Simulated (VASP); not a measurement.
```xyz
3
Lattice="2.2300 -3.8625 0.0000 2.2300 3.8625 0.0000 0.0000 0.0000 5.9300" Properties=species:S:1:pos:R:3 pbc="T T T"
Te     0.5865     1.0158     3.9533
Te     3.2870     0.0000     0.0000
Te     0.5865    -1.0158     1.9767
```

All values below come from PBE GGA, VASP's PBE PAW potentials (set 64) (plane waves; VASP). Run with 520 eV cut-off, 6×6×4 Γ-centred mesh, Gaussian smearing of 0.050 eV, potentials Te.

Energy and stress use the plane-wave basis of the starting cell.

Question: The ions, cell shape and volume are relaxed. Give the cell that the relaxation ends in.

Answer: 
```xyz
3
Lattice="2.2670 -3.9265 0.0000 2.2670 3.9265 0.0000 0.0000 0.0000 5.9451" Properties=species:S:1:pos:R:3 pbc="T T T"
Te     0.6056     1.0489     3.9634
Te     3.3228     0.0000     0.0000
Te     0.6056    -1.0489     1.9817
```
Space group P3_121 (152), at a tolerance of 0.03 Å.

Question: How do energy and volume change from the first to the last step?

Answer: The energy (σ→0) changes by -9.8 meV/atom and the volume by +3.6 %, in 6 ionic steps.

The compound is Te in the trig structure. This run relaxes it. Symmetry was kept, so distortions that lower it aren't found.
